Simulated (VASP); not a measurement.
# BiB (Fm-3m) in VASP: further runs, part 2 of 2

VASP 6.6.1. The steps go on from the part before.

## (5) Single point, HSE06

This run uses another cell than the first one, of 18.13 Å³/atom, 0.989 times its volume.

File POSCAR:

```
BiB
1.0
    0.0000000000      2.6268329306      2.6268329306
    2.6268329306      0.0000000000      2.6268329306
    2.6268329306      2.6268329306      0.0000000000
B Bi
1 1
Direct
    0.0000000000      0.0000000000      0.0000000000
    0.5000000000      0.5000000000      0.5000000000
```

File INCAR.step1:

```
ALGO     = Normal         # electronic algorithm
EDIFF    = 1E-5           # SCF threshold, eV
ENCUT    = 520            # plane-wave cutoff, eV
GGA      = PE             # functional
ISIF     = 2              # what is computed and relaxed
ISMEAR   = -1             # smearing method
LASPH    = T              # aspherical terms in the spheres
LCHARG   = F              # write CHGCAR
LREAL    = F              # projectors in reciprocal space
LWAVE    = T              # write WAVECAR
NBANDS   = 16             # bands
NELM     = 100            # most SCF steps
PREC     = Accurate       # precision mode
SIGMA    = 0.02           # smearing width, eV
```

File INCAR.step2:

```
ALGO     = Normal         # electronic algorithm
EDIFF    = 1E-6           # SCF threshold, eV
ENCUT    = 520            # plane-wave cutoff, eV
GGA      = PE             # functional
HFSCREEN = 0.2079         # screening, 1/A
ISIF     = 2              # what is computed and relaxed
ISMEAR   = -1             # smearing method
ISTART   = 1            
LASPH    = T              # aspherical terms in the spheres
LCHARG   = F              # write CHGCAR
LHFCALC  = T              # exact exchange
LREAL    = F              # projectors in reciprocal space
LWAVE    = F              # write WAVECAR
NBANDS   = 16             # bands
NELM     = 100            # most SCF steps
PREC     = Accurate       # precision mode
PRECFOCK = Normal       
SIGMA    = 0.02           # smearing width, eV
```

File KPOINTS:

```
k-points
0
Gamma
  6 6 6
```

Potentials or basis: VASP PAW PBE potentials, release 64 (B, Bi_d).

Launch:

```console
$ cat potpaw_PBE.64/B/POTCAR potpaw_PBE.64/Bi_d/POTCAR > POTCAR
$ cp INCAR.step1 INCAR
$ mpirun -np 1 vasp_std > vasp.out
$ cp INCAR.step2 INCAR
$ mpirun -np 1 vasp_std > vasp.out
```

OUTCAR:

```text
EDIFF = 1E-6
   ENCUT = 520
   GGA = PE
   HFSCREEN = 0.2079
   ISIF = 2
   ISMEAR = -1
   ISTART = 1
   LASPH = T
   LHFCALC = T
   LREAL = F
   NELM = 100
   PREC = Accurate
   PRECFOCK = Normal

 ion  position               nearest neighbor table
   1  0.000  0.000  0.000-   2 2.63   2 2.63   2 2.63   2 2.63   2 2.63   2 2.63
   2  0.500  0.500  0.500-   1 2.63   1 2.63   1 2.63   1 2.63   1 2.63   1 2.63

  LATTYP: Found a face centered cubic cell.
 ALAT       =     5.2536658612

  Lattice vectors:

 A1 = (   0.0000000000,   2.6268329306,   2.6268329306)
 A2 = (   2.6268329306,   0.0000000000,   2.6268329306)
 A3 = (   2.6268329306,   2.6268329306,   0.0000000000)

Analysis of symmetry for initial positions (statically):
=====================================================================
 Subroutine PRICEL returns:
 Original cell was already a primitive cell.

[... 162 lines left out ...]
  ext. energy  EPLUGINS =         0.00000000
  ---------------------------------------------------
  free energy    TOTEN  =        -9.35659927 eV

  energy without entropy =       -9.35455678  energy(sigma->0) =       -9.35557803

 E-fermi :   8.1802     XC(G=0):  -9.0697

 val. band max:        8.0607183194   @ k =   0.0000   0.0000   0.0000
 cond. band min:       8.1851654890   @ k =   0.1667   0.0000   0.0000
 fundamental gap:      0.1244471696
 Fermi energy:         8.1801846957

 k-point     1 :       0.0000    0.0000    0.0000
  band No.  band energies     occupation
      1     -16.7925      2.00000
      2     -16.7925      2.00000
      3     -16.7925      2.00000
      4     -16.7696      2.00000
      5     -16.7696      2.00000
      6      -7.6508      2.00000
[... 281 lines left out ...]
      3     -16.7502      2.00000
      4     -16.7248      2.00000
      5     -16.6842      2.00000
      6      -3.0755      2.00000
[... 8 lines left out ...]
     15      21.2404      0.00000
     16      25.6672      0.00000

------------------------ aborting loop because EDIFF is reached ----------------------------------------

  FORCE on cell =-STRESS in cart. coord.  units (eV):
  Direction    XX          YY          ZZ          XY          YZ          ZX
  --------------------------------------------------------------------------------------
  -------------------------------------------------------------------------------------
  Total       -0.2951873     -0.2951873     -0.2951873      0.0000000      0.0000000      0.0000000
  in kB      -13.0461054    -13.0461054    -13.0461054      0.0000000      0.0000000      0.0000000
  external PRESSURE =     -13.0461054 kB  Pullay stress =       0.0000000 kB

 VOLUME and BASIS-vectors are now :
 -----------------------------------------------------------------------------
  energy-cutoff  :      520.00
  volume of cell :       36.25
      direct lattice vectors                 reciprocal lattice vectors
     0.000000000  2.626832931  2.626832931    -0.190343282  0.190343282  0.190343282
     2.626832931  0.000000000  2.626832931     0.190343282 -0.190343282  0.190343282
     2.626832931  2.626832931  0.000000000     0.190343282  0.190343282 -0.190343282

 POSITION                                       TOTAL-FORCE (eV/Angst)
 -----------------------------------------------------------------------------------
      0.00000      0.00000      0.00000        -0.000000     -0.000000     -0.000000
      2.62683      2.62683      2.62683         0.000000      0.000000      0.000000
 -----------------------------------------------------------------------------------
    total drift:                               -0.000000     -0.000000     -0.000000

  FREE ENERGIE OF THE ION-ELECTRON SYSTEM (eV)
  ---------------------------------------------------
  free  energy   TOTEN  =        -9.3565992734 eV

  energy  without entropy=       -9.3545567823  energy(sigma->0) =       -9.35557803
```

OSZICAR.step1:

```text
N       E                     dE             d eps       ncg     rms          rms(c)
DAV:   1     0.124035621033E+03    0.12404E+03   -0.10009E+04   512   0.138E+03
DAV:   2    -0.897235231300E+00   -0.12493E+03   -0.12117E+03   536   0.332E+02
DAV:   3    -0.837212035959E+01   -0.74749E+01   -0.73843E+01   680   0.780E+01
DAV:   4    -0.852501320467E+01   -0.15289E+00   -0.15286E+00   640   0.124E+01
DAV:   5    -0.853107458650E+01   -0.60614E-02   -0.60612E-02   736   0.217E+00    0.276E+00
DAV:   6    -0.816610383976E+01    0.36497E+00   -0.80723E-01   656   0.671E+00    0.880E-01
DAV:   7    -0.816435255055E+01    0.17513E-02   -0.92189E-02   648   0.154E+00    0.470E-01
DAV:   8    -0.816489857136E+01   -0.54602E-03   -0.51060E-03   664   0.911E-01    0.556E-02
DAV:   9    -0.816479461400E+01    0.10396E-03   -0.30373E-04   744   0.234E-01    0.304E-02
DAV:  10    -0.816478720212E+01    0.74119E-05   -0.89098E-05   696   0.111E-01
   1 F= -.81647872E+01 E0= -.81637561E+01  d E =-.206220E-02
```

Wall time 74 min (1 thread of AMD EPYC 7R13 (Zen 3), shared host); peak memory 0.26 GiB.

What came out:

```
Free energy            : -9.3566 eV
Pressure               : -1.3 GPa
Band gap on the k mesh : none (metal or under the smearing width)
```

Caveat: the PAW data sets were made with another functional, which shifts forces and pressure a little; spin-orbit coupling is left out, which moves the levels of the heavy elements.

## (6) The runs side by side

```tsv
task	level	cell	k mesh	cutoff (eV)	exchange at q = 0	grid for exact exchange (PRECFOCK)	screening parameter	gap on the mesh (eV)	pressure (GPa)
single point	PBE	Fm-3m, 18.33 Å³/atom	8 × 8 × 8	520	-	-	-	none	0.0
relaxation of cell and atoms	PBE	relaxed	8 × 8 × 8	600	-	-	-	none	0.0
single point	r2SCAN	Fm-3m, 18.13 Å³/atom	8 × 8 × 8	520	-	-	-	none	0.0
single point	HSE06	Fm-3m, 18.13 Å³/atom	6 × 6 × 6	520	truncated	Normal	0.2079 1/A	none	-1.3
```

Alike in all rows: potentials or basis VASP PAW PBE potentials, release 64 (B, Bi_d); no spin polarisation; smearing fermi-dirac 0.02 eV.

Every run on the cell as given and a fine mesh finds a metal. The pressure there spans -1.3 GPa (HSE06) to 0.0 GPa (r2SCAN); a positive pressure means that this level wants a larger cell, a negative one a smaller.

Caveats: spin-orbit coupling is left out, which moves the levels of the heavy elements; the PAW data sets were made with another functional, which shifts forces and pressure a little (some runs); the volume moved by over 15 % at a fixed basis, so the end points are rough (some runs).

Absolute energies hang on the potentials; compare differences alone.
